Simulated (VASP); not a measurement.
# Lattice vibrations of Tl

How does the lattice of Tl vibrate? The start is a computed cell from the Materials Project.

Method: PBE; plane waves and PAW (Tl_d), in VASP 6.6.1.

## 1. The starting structure

The structure is hexagonal, space group P6_3/mmc (No. 194). Conventional cell: a = 3.509 Å, b = 3.509 Å, c = 11.266 Å, α = 90.00°, β = 90.00°, γ = 120.00°. Nearest to Tl lie 12 Tl at 3.47 to 3.51 Å. Tl has 12 Tl at 3.47 to 3.51 Å nearest.

As a file:

```
Tl
1.0
     3.50864    0.00000    0.00000
    -1.75432    3.03857    0.00000
     0.00000    0.00000   11.26560
Tl
4
Direct
  0.66667 0.33333 0.75000
  0.00000 0.00000 0.50000
  0.33333 0.66667 0.25000
  0.00000 0.00000 0.00000
```

## 2. Relax the host

Cell and atoms are relaxed first, so that later runs start from this functional's own cell.

The input, INCAR:

```
SYSTEM = Tl
PREC = Accurate
ENCUT = 350
EDIFF = 1E-06
NELM = 120
ISMEAR = 1
SIGMA = 0.15
LREAL = .FALSE.
ALGO = Normal
GGA = PE
NBANDS = 32
LORBIT = 11
LWAVE = .FALSE.
LCHARG = .FALSE.
KPAR = 4
LASPH = .TRUE.
IBRION = 2
NSW = 40
ISIF = 3
EDIFFG = -0.02
POTIM = 0.4
```

The input, POSCAR:

```
Tl
1.0
    3.5086375776      0.0000000000      0.0000000000
   -1.7543187888      3.0385692748      0.0000000000
    0.0000000000      0.0000000000     11.2656046300
Tl
4
Direct
    0.6666666667      0.3333333333      0.7500000000
    0.0000000000      0.0000000000      0.5000000000
    0.3333333333      0.6666666667      0.2500000000
    0.0000000000      0.0000000000      0.0000000000
```

The input, KPOINTS:

```
Automatic mesh
0
Gamma
8 8 2
0 0 0
```

Potentials, in the order of the species: Tl_d (PBE family, release 64).

Command:

```sh
$ mpirun -np 4 vasp_std
```

The program printed:

```text
[banner, memory and clock lines left out]
running    4 mpi-ranks, on    1 nodes
 distrk:  each k-point on    1 cores,    4 groups
 distr:  one band on    1 cores,    1 groups

 POSCAR found type information on POSCAR Tl
 POSCAR found :  1 types and       4 ions
 LDA part: xc-table for (Slater+PW92), standard interpolation
 POSCAR, INCAR and KPOINTS ok, starting setup
 FFT: planning ... GRIDC
 FFT: planning ... GRID_SOFT
 FFT: planning ... GRID
 WAVECAR not read
 entering main loop
       N       E                     dE             d eps       ncg     rms          rms(c)
DAV:   1     0.233086116188E+03    0.23309E+03   -0.22671E+04  1328   0.111E+03
DAV:   2    -0.365000467442E+01   -0.23674E+03   -0.23251E+03  1424   0.277E+02
DAV:   3    -0.874271984281E+01   -0.50927E+01   -0.50354E+01  1472   0.357E+01
DAV:   4    -0.877589426183E+01   -0.33174E-01   -0.33172E-01  1416   0.316E+00
DAV:   5    -0.877645510118E+01   -0.56084E-03   -0.56083E-03  1512   0.388E-01    0.377E+00
DAV:   6    -0.869736971972E+01    0.79085E-01   -0.16006E-01  1376   0.252E+00    0.267E+00
DAV:   7    -0.868537865039E+01    0.11991E-01   -0.92519E-02  1448   0.189E+00    0.750E-01
DAV:   8    -0.868347140817E+01    0.19072E-02   -0.11083E-02  1336   0.650E-01    0.468E-02
DAV:   9    -0.868349006354E+01   -0.18655E-04   -0.78712E-05  1528   0.575E-02    0.181E-02
DAV:  10    -0.868350342249E+01   -0.13359E-04   -0.21480E-05  1360   0.316E-02    0.514E-03
DAV:  11    -0.868350399749E+01   -0.57501E-06   -0.18148E-06   856   0.846E-03
   1 F= -.86835040E+01 E0= -.86838097E+01  d E =-.868350E+01
 curvature:   0.00 expect dE= 0.000E+00 dE for cont linesearch  0.000E+00
 trial: gam= 0.00000 g(F)=  0.105E-47 g(S)=  0.228E-01 ort = 0.000E+00 (trialstep = 0.100E+01)
 search vector abs. value=  0.228E-01
 bond charge predicted
       N       E                     dE             d eps       ncg     rms          rms(c)
DAV:   1    -0.892364946005E+01   -0.24015E+00   -0.54143E+00  1304   0.148E+01    0.267E+00
DAV:   2    -0.873735823200E+01    0.18629E+00   -0.36894E-01  1312   0.381E+00    0.970E-01
DAV:   3    -0.870347234280E+01    0.33886E-01   -0.74295E-02  1384   0.177E+00    0.667E-01
DAV:   4    -0.869903645344E+01    0.44359E-02   -0.79848E-03  1376   0.597E-01    0.627E-02
DAV:   5    -0.869891337754E+01    0.12308E-03   -0.14708E-03  1392   0.242E-01    0.384E-02
DAV:   6    -0.869890299889E+01    0.10379E-04   -0.43698E-05  1368   0.397E-02    0.133E-02
DAV:   7    -0.869890175152E+01    0.12474E-05   -0.41258E-06  1280   0.141E-02    0.181E-03
DAV:   8    -0.869890172046E+01    0.31061E-07   -0.19125E-07   720   0.305E-03
   2 F= -.86989017E+01 E0= -.86988482E+01  d E =-.153977E-01
[...]
3 F= -.87045014E+01 E0= -.87041489E+01  d E =-.209974E-01
[...]
4 F= -.87095447E+01 E0= -.87115486E+01  d E =-.260407E-01
[...]
5 F= -.87236466E+01 E0= -.87259247E+01  d E =-.141019E-01
[...]
6 F= -.87442940E+01 E0= -.87438280E+01  d E =-.347493E-01
[...]
7 F= -.87498439E+01 E0= -.87493956E+01  d E =-.554984E-02
 trial-energy change:   -0.005550  1 .order   -0.005565   -0.007442   -0.003689
 step:   1.6909(harm=  1.6472)  dis= 0.00000  next Energy=    -8.751736 (dE=-0.744E-02)
 bond charge predicted
       N       E                     dE             d eps       ncg     rms          rms(c)
DAV:   1    -0.887352196421E+01   -0.12368E+00   -0.23396E+00  1280   0.100E+01    0.199E+00
DAV:   2    -0.876621207140E+01    0.10731E+00   -0.24465E-01  1280   0.307E+00    0.633E-01
DAV:   3    -0.875229574853E+01    0.13916E-01   -0.44120E-02  1312   0.134E+00    0.457E-01
DAV:   4    -0.875164113478E+01    0.65461E-03   -0.26135E-03  1296   0.213E-01    0.103E-01
DAV:   5    -0.875145820973E+01    0.18293E-03   -0.87691E-04  1336   0.186E-01    0.327E-02
DAV:   6    -0.875146463430E+01   -0.64246E-05   -0.11909E-05  1360   0.159E-02    0.933E-03
DAV:   7    -0.875146497958E+01   -0.34528E-06   -0.36059E-06   992   0.122E-02
   8 F= -.87514650E+01 E0= -.87510566E+01  d E =-.717095E-02
 curvature:  -0.89 expect dE=-0.440E-04 dE for cont linesearch -0.323E-04
 trial: gam= 0.00000 g(F)=  0.741E-48 g(S)=  0.496E-04 ort =-0.594E-03 (trialstep = 0.100E+01)
 search vector abs. value=  0.496E-04
 reached required accuracy - stopping structural energy minimisation
```

Wall time 81 s (4 MPI ranks of Intel Xeon Platinum 8488C (Sapphire Rapids), shared host); peak memory 0.8 GiB.

Lines that name or quote the potential files are left out of all logs, and their timing lines are given in words.

From OUTCAR (step 2):

```text
ion  position               nearest neighbor table
   1  0.667  0.333  0.750-   2 3.47   4 3.47   2 3.47   4 3.47   2 3.47   4 3.47
   2  0.000  0.000  0.500-   1 3.47   3 3.47   3 3.47   1 3.47   1 3.47   3 3.47
   3  0.333  0.667  0.250-   2 3.47   4 3.47   2 3.47   4 3.47   2 3.47   4 3.47
   4  0.000  0.000  0.000-   1 3.47   3 3.47   3 3.47   1 3.47   1 3.47   3 3.47

  LATTYP: Found a hexagonal cell.
 ALAT       =     3.5086375776
 C/A-ratio  =     3.2108202631

 Subroutine GETGRP returns: Found 24 space group operations
 (whereof 12 operations were pure point group operations)

The static configuration has the point symmetry D_3d.
 The point group associated with its full space group is D_6h.

 Found     20 irreducible k-points:

   k-points           NKPTS =     20   k-points in BZ     NKDIM =     20   number of bands    NBANDS=     32

   dimension x,y,z NGX =    24 NGY =   24 NGZ =   70
   dimension x,y,z NGXF=    48 NGYF=   48 NGZF=  140

   ENCUT  =  350.0 eV  25.72 Ry    5.07 a.u.   5.35  5.35 17.18*2*pi/ulx,y,z

   NELECT =      52.0000    total number of electrons

 k-points in reciprocal lattice and weights: Automatic mesh
   0.00000000  0.00000000  0.00000000       0.008
   0.12500000 -0.00000000  0.00000000       0.047
   0.25000000 -0.00000000  0.00000000       0.047
   0.37500000  0.00000000  0.00000000       0.047
   0.50000000 -0.00000000  0.00000000       0.023
   0.12500000  0.12500000  0.00000000       0.047
   0.25000000  0.12500000  0.00000000       0.094
   0.37500000  0.12500000  0.00000000       0.094
   0.25000000  0.25000000  0.00000000       0.047
[...]
0.25000000  0.25000000  0.50000000       0.047
   0.37500000  0.25000000  0.50000000       0.047

 average (electrostatic) potential at core
       1 -83.7527       2 -83.8071       3 -83.7527       4 -83.8071

 E-fermi :   5.7325

 k-point     1 :       0.0000    0.0000    0.0000
  band No.  band energies     occupation
    ...
     21      -3.7496      2.00000
     22      -2.6362      2.00000
     23      -2.5947      2.00000
     24      -0.2501      2.00000
     25       2.9982      2.00000
     26       7.6112     -0.00000
     27       7.6280     -0.00000
     28      13.7767      0.00000
     29      14.5277      0.00000
     30      14.5277      0.00000
    ...

 k-point     2 :       0.1250   -0.0000    0.0000
  band No.  band energies     occupation
    ...
     21      -3.4567      2.00000
     22      -2.3472      2.00000
     23      -2.3050      2.00000
     24      -0.0344      2.00000
     25       3.3645      2.00000
     26       7.8534     -0.00000
     27       7.8712     -0.00000
     28      11.7842      0.00000
     29      12.7298      0.00000
     30      12.7641      0.00000
    ...

 k-point     3 :       0.2500   -0.0000    0.0000
  band No.  band energies     occupation
    ...
     21      -2.5456      2.00000
     22      -1.4695      2.00000
     23      -1.4260      2.00000
     24       0.6435      2.00000
     25       4.3910      2.00000
     26       7.8748     -0.00000
     27       8.1445     -0.00000
     28       8.4111     -0.00000
     29       9.5997      0.00000
     30       9.6305      0.00000
    ...

  Total        0.0086555      0.0086555      0.0706531     -0.0000000      0.0000000      0.0000000
  in kB        0.1124385      0.1124385      0.9178164     -0.0000000      0.0000000      0.0000000
  external PRESSURE =       0.3808978 kB  Pullay stress =       0.0000000 kB

  energy-cutoff  :      350.00
  volume of cell :      123.33
      direct lattice vectors                 reciprocal lattice vectors
     3.423537676 -0.000000000 -0.000000000     0.292095515  0.168641424 -0.000000000
    -1.711768838  2.964870599  0.000000000     0.000000000  0.337282848  0.000000000
     0.000000000 -0.000000000 12.150803447     0.000000000 -0.000000000  0.082299085

 POSITION                                       TOTAL-FORCE (eV/Angst)
 -----------------------------------------------------------------------------------
      1.71177      0.98829      9.11310         0.000000     -0.000000     -0.000000
      0.00000     -0.00000      6.07540        -0.000000      0.000000     -0.000000
     -0.00000      1.97658      3.03770        -0.000000      0.000000      0.000000
      0.00000     -0.00000      0.00000        -0.000000     -0.000000     -0.000000
 -----------------------------------------------------------------------------------
    total drift:                               -0.000000      0.000000      0.000000

  FREE ENERGIE OF THE ION-ELECTRON SYSTEM (eV)
  ---------------------------------------------------
  free  energy   TOTEN  =        -8.7514649796 eV

  energy  without entropy=       -8.7502398099  energy(sigma->0) =       -8.75105659

 reached required accuracy - stopping structural energy minimisation

 total charge
# of ion       s       p       d       tot
------------------------------------------
    1        1.183   0.372   9.633  11.188
    2        1.187   0.365   9.635  11.187
    3        1.183   0.372   9.633  11.188
    4        1.187   0.365   9.635  11.187
--------------------------------------------------
tot          4.741   1.473  38.536  44.750

[... 3 further parts left out ...]
```

CONTCAR:

```
Tl
   1.00000000000000
     3.4235376764245897   -0.0000000000000001   -0.0000000000000000
    -1.7117688382122949    2.9648705985279280    0.0000000000000000
     0.0000000000000000   -0.0000000000000000   12.1508034472917839
  Tl
     4
Direct
     0.6666666667000030    0.3333333332999970    0.7500000000000000
     0.0000000000000000    0.0000000000000000    0.5000000000000000
     0.3333333332999970    0.6666666667000030    0.2500000000000000
     0.0000000000000000    0.0000000000000000    0.0000000000000000
```

The k-mesh is coarse for a metal. The run keeps the 24 symmetry operations of its start, so it cannot find a distortion of lower symmetry.

The steps of the relaxation:

```
step  energy less that of the first step (eV)  largest force (eV/Å)  pressure (GPa)  volume (Å³)
   1                                   0.0000                0.0000            0.80       120.11
   2                                  -0.0154                0.0000            0.19       122.18
   3                                  -0.0210                0.0000           -0.22       123.75
   4                                  -0.0260                0.0000           -0.92       126.89
   5                                  -0.0401                0.0000           -0.90       126.89
   6                                  -0.0608                0.0000           -0.71       126.79
   7                                  -0.0663                0.0000           -0.36       125.08
   8                                  -0.0680                0.0000            0.04       123.33
```

```
conventional cell, symmetrised  before   after  change
                         a (Å)   3.509   3.424  -2.4 %
                         b (Å)   3.509   3.424  -2.4 %
                         c (Å)  11.266  12.151  +7.9 %
              volume (Å³/atom)   30.03   30.83  +2.7 %
```

The relaxed structure:

```xyz
4
Lattice="3.4235 0.0000 0.0000 -1.7118 2.9649 0.0000 0.0000 0.0000 12.1508" Properties=species:S:1:pos:R:3 pbc="T T T"
Tl    1.7118    0.9883    9.1131
Tl    0.0000    0.0000    6.0754
Tl    0.0000    1.9766    3.0377
Tl    0.0000    0.0000    0.0000
```

This step gave:

```
electronic cycles                               : 62
electrons                                       : 52
free energy (TOTEN)                             : -8.751 eV
energy at zero smearing                         : -8.751 eV
Fermi energy                                    : 5.732 eV
pressure                                        : 0.03809 GPa
labelled metallic, from the levels on this mesh : yes
```

The run ended after 8 ionic steps, 0.068 eV below its first step, once forces and stress met EDIFFG = -0.02.

(Part 1 of 2 ends here.)

[Lines on the potential files, build, host, timing and source positions are cut from VASP's logs without a mark.]

[Logs are printed without paths, hosts, clocks, repeated set-up lines and the standing remarks that a program may print on its own settings, such as how far it seeks lower states.]

[Hosts, paths, dates, database ids (printed as entryN), source tags and the programs' standing remarks are cut or masked in the printed files.]

[Runs that stopped without an error message from VASP are left out.]
